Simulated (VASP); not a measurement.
VASP runs on CsI (space group Pm-3m) share one base input (PBE0 hybrid, plane waves, VASP's PBE PAW potentials (set 64)) and change the settings named in each case.

### POSCAR
```
CsI
1
    4.7748420000     0.0000000000     0.0000000000
    0.0000000000     4.7748420000     0.0000000000
    0.0000000000     0.0000000000     4.7748420000
Cs I
1 1
Direct
  0.0000000000   0.0000000000   0.0000000000
  0.5000000000   0.5000000000   0.5000000000
```

**KPOINTS**
```
Regular mesh
0
gamma
 4 4 4
```

### INCAR
```
GGA  =  PE   # PBE
HFRCUT  =  -1
AEXX  =  0.25
ENCUT  =  300
EDIFF  =  1E-6   # SCF stop (eV)
ISIF  =  2   # forces and stress, cell fixed
ALGO  =  Normal   # blocked Davidson
LWAVE  =  F
PREC  =  Accurate
PRECFOCK  =  Fast
LCHARG  =  F
ISYM  =  3
LASPH  =  T   # aspherical one-centre terms
NELM  =  100
SYSTEM  =  CsI
SIGMA  =  0.01
LREAL  =  F
LMAXMIX  =  4   # l cut-off of mixed one-centre charges
LHFCALC  =  T
ISMEAR  =  0   # Gaussian
```

POTCAR, in this order: Cs_sv I (PBE.64 set). Program: vasp_std.

```json
[
 {"change": "base run", "E(σ→0) (eV/atom)": "-3.3918", "pressure (GPa)": "-0.82"},
 {"change": "AEXX removed, HFRCUT removed, ISYM removed, LHFCALC removed, PRECFOCK removed", "E(σ→0) (eV/atom)": "-2.7146", "pressure (GPa)": "…"},
 {"change": "HFRCUT removed, HFSCREEN = 0.2", "E(σ→0) (eV/atom)": "-3.1501", "pressure (GPa)": "-0.78"},
 {"change": "KPOINTS 1×1×1 Γ-centred mesh", "E(σ→0) (eV/atom)": "-2.0830", "pressure (GPa)": "4.98"},
 {"change": "KPOINTS 2×2×2 Γ-centred mesh", "E(σ→0) (eV/atom)": "-3.3263", "pressure (GPa)": "-0.40"},
 {"change": "KPOINTS 3×3×3 Γ-centred mesh", "E(σ→0) (eV/atom)": "-3.3878", "pressure (GPa)": "-0.78"},
 {"change": "KPOINTS 5×5×5 Γ-centred mesh", "E(σ→0) (eV/atom)": "-3.3920", "pressure (GPa)": "-0.82"},
 {"change": "ENCUT = 240", "E(σ→0) (eV/atom)": "-3.3924", "pressure (GPa)": "-0.78"},
 {"change": "ENCUT = 180", "E(σ→0) (eV/atom)": "-3.4042", "pressure (GPa)": "-1.24"},
 {"change": "KPOINTS 2×2×2 Γ-centred mesh shifted by (0.5, 0.5, 0.5)", "E(σ→0) (eV/atom)": "-3.4650", "pressure (GPa)": "-1.47"},
 {"change": "EDIFF = 1E-04", "E(σ→0) (eV/atom)": "-3.3916", "pressure (GPa)": "-0.93"}
]
```

Q: What belongs in the gaps?

A: 
- AEXX removed, HFRCUT removed, ISYM removed, LHFCALC removed, PRECFOCK removed, pressure (GPa): -0.57

Energies of different potentials or functionals have different zeros.  Unless said otherwise, spin-orbit coupling is left out, though it shifts the bands of the heavy elements here.

Left out are runs that ran out of time, are held back, or changed the cell or the kind of run, fixed moments of cells without a moment, rows past the twelfth, gaps on odd meshes, pressures of charged cells and columns that move by less than the noise.

The structure comes from a computed database's CsI entry; how it stands against other phases isn't given here. The cell was not relaxed at this level, its lattice was scaled by up to 2.5 %.
